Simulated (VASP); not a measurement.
Method: revTPSS meta-GGA, VASP's PBE PAW potentials (set 64) (plane waves; VASP).

Input for VASP

**POSCAR**
```
CsPbBr3
1
    5.8473348042     0.0000000000    -0.0000000000
   -0.0000000000     5.8473348042    -0.0000000000
    0.0000000000     0.0000000000     5.8473348042
Cs Pb Br
1 1 3
Direct
  0.0000000000   0.0000000000   0.0000000000
  0.5000000000   0.5000000000   0.5000000000
  0.5000000000   0.0000000000   0.5000000000
  0.0000000000   0.5000000000   0.5000000000
  0.5000000000   0.5000000000   0.0000000000
```

File KPOINTS:
```
Regular mesh
0
G
 4 4 4
0 0 0
```

### INCAR
```
SYSTEM = CsPbBr3
PREC = Accurate; ENCUT = 520; LREAL = .FALSE.
LASPH = .TRUE.
EDIFF = 1E-6; NELM = 100; ALGO = Normal
LMAXMIX = 4; LMIXTAU = .TRUE.
ISMEAR = 0; SIGMA = 0.05
METAGGA = RTPSS
IBRION = 2; NSW = 60; ISIF = 3
EDIFFG = -0.02
LWAVE = .FALSE.; LCHARG = .FALSE.
```

POTCAR, in this order: Cs_sv Pb_d Br (PBE.64 set). Program: vasp_std.

Output

### OUTCAR
```
 ion  position               nearest neighbor table
   1  0.000  0.000  0.000-
   2  0.500  0.500  0.500-   3 2.92   4 2.92   5 2.92   5 2.92   3 2.92   4 2.92
   3  0.500  0.000  0.500-   2 2.92   2 2.92
   4  0.000  0.500  0.500-   2 2.92   2 2.92
   5  0.500  0.500  0.000-   2 2.92   2 2.92
  LATTYP: Found a simple cubic cell.
 ALAT       =     5.8473348042
 Subroutine PRICEL returns:
 Original cell was already a primitive cell.
 Subroutine GETGRP returns: Found 48 space group operations
The static configuration has the point symmetry O_h .
The dynamic configuration has the point symmetry O_h .
 Subroutine INISYM returns: Found 48 space group operations
 Subroutine IBZKPT returns following result:
 Found     10 irreducible k-points:

 Following reciprocal coordinates:
            Coordinates               Weight
  0.000000  0.000000  0.000000      1.000000
  0.250000  0.000000  0.000000      6.000000
  0.500000  0.000000  0.000000      3.000000
  0.250000  0.250000  0.000000     12.000000
  0.500000  0.250000  0.000000     12.000000
  0.500000  0.500000  0.000000      3.000000
...
```

### OSZICAR
```
       N       E                     dE             d eps       ncg     rms          rms(c)
DAV:   1     0.481720922400E+03    0.48172E+03   -0.18928E+04   520   0.152E+03
DAV:   2     0.112492699064E+03   -0.36923E+03   -0.35943E+03   636   0.343E+02
DAV:   3     0.684994685812E+02   -0.43993E+02   -0.43510E+02   620   0.129E+02
DAV:   4     0.668264487249E+02   -0.16730E+01   -0.16621E+01   656   0.303E+01
DAV:   5     0.667807212881E+02   -0.45727E-01   -0.45679E-01   668   0.417E+00    0.417E+00
DAV:   6     0.705085403317E+02    0.37278E+01   -0.72212E+00   532   0.328E+01    0.291E+00
DAV:   7     0.740284199582E+02    0.35199E+01   -0.21714E+00   622   0.191E+01    0.135E+00
DAV:   8     0.734615870690E+02   -0.56683E+00   -0.53672E-01   614   0.739E+00    0.656E-01
DAV:   9     0.733449859364E+02   -0.11660E+00   -0.62881E-02   594   0.210E+00    0.512E-01
DAV:  10     0.732851210945E+02   -0.59865E-01   -0.93168E-02   576   0.249E+00    0.207E-01
DAV:  11     0.732142253819E+02   -0.70896E-01   -0.16203E-02   538   0.128E+00    0.816E-02
DAV:  12     0.732220290335E+02    0.78037E-02   -0.53557E-03   620   0.573E-01    0.625E-02
DAV:  13     0.732129713152E+02   -0.90577E-02   -0.23435E-03   548   0.488E-01    0.272E-02
DAV:  14     0.732124693909E+02   -0.50192E-03   -0.40830E-04   616   0.184E-01    0.129E-02
DAV:  15     0.732124353783E+02   -0.34013E-04   -0.62511E-05   592   0.721E-02    0.638E-03
DAV:  16     0.732123870987E+02   -0.48280E-04   -0.19807E-05   566   0.481E-02    0.334E-03
DAV:  17     0.732123831484E+02   -0.39503E-05   -0.68614E-06   552   0.232E-02    0.101E-03
DAV:  18     0.732123805521E+02   -0.25963E-05   -0.19528E-06   478   0.144E-02    0.864E-04
DAV:  19     0.732123797369E+02   -0.81525E-06   -0.24604E-07   336   0.494E-03
   1 F= 0.73212380E+02 E0= 0.73212380E+02  d E =0.732124E+02
       N       E                     dE             d eps       ncg     rms          rms(c)
DAV:   1     0.724353719432E+02   -0.77701E+00   -0.23550E+01   692   0.533E+01    0.454E+00
DAV:   2     0.730406816386E+02    0.60531E+00   -0.12516E+00   632   0.103E+01    0.185E+00
DAV:   3     0.731749456244E+02    0.13426E+00   -0.55225E-01   630   0.780E+00    0.796E-01
DAV:   4     0.731581146619E+02   -0.16831E-01   -0.21277E-02   540   0.113E+00    0.662E-01
DAV:   5     0.731928925101E+02    0.34778E-01   -0.20751E-02   520   0.104E+00    0.221E-01
DAV:   6     0.731581927241E+02   -0.34700E-01   -0.16234E-02   520   0.922E-01    0.517E-02
DAV:   7     0.731584287230E+02    0.23600E-03   -0.87439E-04   574   0.216E-01    0.269E-02
DAV:   8     0.731577677148E+02   -0.66101E-03   -0.50062E-04   534   0.234E-01    0.122E-02
DAV:   9     0.731576771923E+02   -0.90523E-04   -0.10074E-04   670   0.100E-01    0.767E-03
DAV:  10     0.731576417791E+02   -0.35413E-04   -0.37642E-05   526   0.380E-02    0.262E-03
DAV:  11     0.731576408972E+02   -0.88186E-06   -0.85209E-06   538   0.320E-02
   2 F= 0.73157641E+02 E0= 0.73157641E+02  d E =-.547388E-01
       N       E                     dE             d eps       ncg     rms          rms(c)
DAV:   1     0.731080167309E+02   -0.49625E-01   -0.14986E+00   682   0.127E+01    0.116E+00
DAV:   2     0.731480187984E+02    0.40002E-01   -0.82946E-02   654   0.266E+00    0.467E-01
DAV:   3     0.731562843357E+02    0.82655E-02   -0.33945E-02   652   0.193E+00    0.175E-01
DAV:   4     0.731554539217E+02   -0.83041E-03   -0.15822E-03   542   0.299E-01    0.138E-01
DAV:   5     0.731567459282E+02    0.12920E-02   -0.12912E-03   532   0.240E-01    0.531E-02
DAV:   6     0.731554870246E+02   -0.12589E-02   -0.72642E-04   528   0.181E-01    0.121E-02
DAV:   7     0.731554996367E+02    0.12612E-04   -0.55875E-05   544   0.491E-02    0.792E-03
DAV:   8     0.731554650597E+02   -0.34577E-04   -0.27387E-05   536   0.534E-02    0.286E-03
DAV:   9     0.731554593465E+02   -0.57131E-05   -0.40460E-06   534   0.202E-02    0.169E-03
DAV:  10     0.731554571202E+02   -0.22263E-05   -0.21240E-06   376   0.943E-03    0.581E-04
DAV:  11     0.731554567566E+02   -0.36360E-06   -0.59096E-07   314   0.772E-03
   3 F= 0.73155457E+02 E0= 0.73155457E+02  d E =-.569230E-01
```

### OUTCAR
```
------------------------ aborting loop because EDIFF is reached ----------------------------------------
  FORCE on cell =-STRESS in cart. coord.  units (eV):
  Direction    XX          YY          ZZ          XY          YZ          ZX
  --------------------------------------------------------------------------------------
  Total       -0.0034248     -0.0034248     -0.0034248      0.0000000     -0.0000000      0.0000000
  in kB       -0.0257174     -0.0257174     -0.0257174      0.0000000     -0.0000000      0.0000000
  external PRESSURE =      -0.0257174 kB  Pullay stress =       0.0000000 kB
  volume of cell :      213.36
      direct lattice vectors                 reciprocal lattice vectors
     5.975497031  0.000000000  0.000000000     0.167350096  0.000000000  0.000000000
    -0.000000000  5.975497031  0.000000000    -0.000000000  0.167350096 -0.000000000
    -0.000000000  0.000000000  5.975497031    -0.000000000 -0.000000000  0.167350096
 POSITION                                       TOTAL-FORCE (eV/Angst)
 -----------------------------------------------------------------------------------
      0.00000      0.00000      0.00000         0.000000      0.000000      0.000000
      2.98775      2.98775      2.98775         0.000000      0.000000      0.000000
      2.98775      0.00000      2.98775        -0.000000      0.000000      0.000000
     -0.00000      2.98775      2.98775        -0.000000      0.000000      0.000000
      2.98775      2.98775      0.00000        -0.000000      0.000000      0.000000
 -----------------------------------------------------------------------------------
    total drift:                               -0.000000     -0.000000     -0.000000
  FREE ENERGIE OF THE ION-ELECTRON SYSTEM (eV)
  ---------------------------------------------------
  free  energy   TOTEN  =        73.1554567566 eV

  energy  without entropy=       73.1554567566  energy(sigma->0) =       73.15545676

 reached required accuracy - stopping structural energy minimisation
```
(Selected blocks of OUTCAR.)

File CONTCAR:
```
CsPbBr3
   1.00000000000000
     5.9754970310809439    0.0000000000000000    0.0000000000000000
    -0.0000000000000000    5.9754970310809439    0.0000000000000000
    -0.0000000000000000    0.0000000000000000    5.9754970310809439
  Cs              Pb              Br
     1     1     3
Direct
     0.0000000000000000    0.0000000000000000    0.0000000000000000
     0.5000000000000000    0.5000000000000000    0.5000000000000000
     0.5000000000000000    0.0000000000000000    0.5000000000000000
     0.0000000000000000    0.5000000000000000    0.5000000000000000
     0.5000000000000000    0.5000000000000000    0.0000000000000000
```

OUTCAR:
```
 val. band max:        0.6568909991   @ k =   0.5000   0.5000   0.5000

 cond. band min:       2.5194616134   @ k =   0.5000   0.5000   0.5000


 Fermi energy:         0.8908979294

 k-point     1 :       0.0000    0.0000    0.0000
  band No.  band energies     occupation
      1     -20.8469      2.00000
      2     -16.1626      2.00000
      3     -16.1626      2.00000
      4     -16.0398      2.00000
      5     -16.0398      2.00000
      6     -16.0398      2.00000
      7     -13.9855      2.00000
      8     -13.3711      2.00000
      9     -13.3711      2.00000
     10      -7.5365      2.00000
     11      -7.5365      2.00000
     12      -7.5365      2.00000
     13      -6.1404      2.00000
     14      -3.3064      2.00000
     15      -3.3064      2.00000
     16      -3.3064      2.00000
     17      -1.2684      2.00000
     18      -1.2684      2.00000
     19      -1.2684      2.00000
     20      -1.1631      2.00000
     21      -1.1631      2.00000
     22      -1.1631      2.00000
     23       4.2228      0.00000
     24       5.3411      0.00000
     25       5.3411      0.00000
     26       5.9781      0.00000

 k-point     2 :       0.2500    0.0000    0.0000
  band No.  band energies     occupation
      1     -20.8465      2.00000
      2     -16.1626      2.00000
      3     -16.1371      2.00000
      4     -16.0402      2.00000
      5     -16.0402      2.00000
      6     -16.0398      2.00000
      7     -13.9247      2.00000
      8     -13.4767      2.00000
      9     -13.3703      2.00000
     10      -7.5324      2.00000
     11      -7.5320      2.00000
     12      -7.5320      2.00000
     13      -6.5378      2.00000
     14      -3.2600      2.00000
     15      -3.2600      2.00000
     16      -2.4362      2.00000
     17      -1.3311      2.00000
     18      -1.3311      2.00000
     19      -1.3225      2.00000
     20      -1.2150      2.00000
     21      -1.2150      2.00000
     22      -1.1363      2.00000
...
```

Energy and stress use the plane-wave basis of the starting cell. Unless said otherwise, spin-orbit coupling is left out, though it shifts the bands of the heavy elements here.

The compound is CsPbBr3 in the cubic perovskite structure, the ideal cubic form; the compound distorts at low or room temperature. This run relaxes it. Symmetry was kept, so distortions that lower it aren't found. The start is the result of an earlier pass.
